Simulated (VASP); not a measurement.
The system is Ga2AsN.

```
N Ga As
1.0
     3.71277    0.00000    0.00000
     0.00000    3.71277    0.00000
     0.00000    0.00000    4.91276
N Ga As
1 2 1
Direct
  0.00000 0.00000 0.00000
  0.00000 0.50000 0.80316
  0.50000 0.00000 0.19684
  0.50000 0.50000 0.50000
```

The cell was built by a generator and needn't be a form met in nature.

The cell isn't the ideal one: epitaxial_xy strain +3.0%.

Base run:

| Item | Value |
| --- | --- |
| Program | VASP 6.6.1 |
| Functional | r2SCAN |
| Potentials or basis | VASP PAW PBE potentials, release 64 (N, Ga_d, As) |
| Cutoff | 520 eV |
| k mesh | 8 × 8 × 6 |
| Occupations | fermi-dirac, width 0.02 eV |
| Spin | no spin polarisation |

Its results: band gap on the k mesh none (metal or under the smearing width); pressure -3.0 GPa; largest force 0.046 eV/Å.

Question: The run is repeated on the same cell with these changes: functional from r2SCAN to PBE; further incar settings from ALGO = Normal; EDIFF = 1e-06; NBANDS = 26 to ALGO = Normal; EDIFF = 1e-07; NBANDS = 26. What comes out?

Answer: Band gap on the k mesh none (metal or under the smearing width); pressure 0.9 GPa; largest force 0.088 eV/Å.

Caveats: the PAW data sets were made with another functional, which shifts forces and pressure a little (some runs).
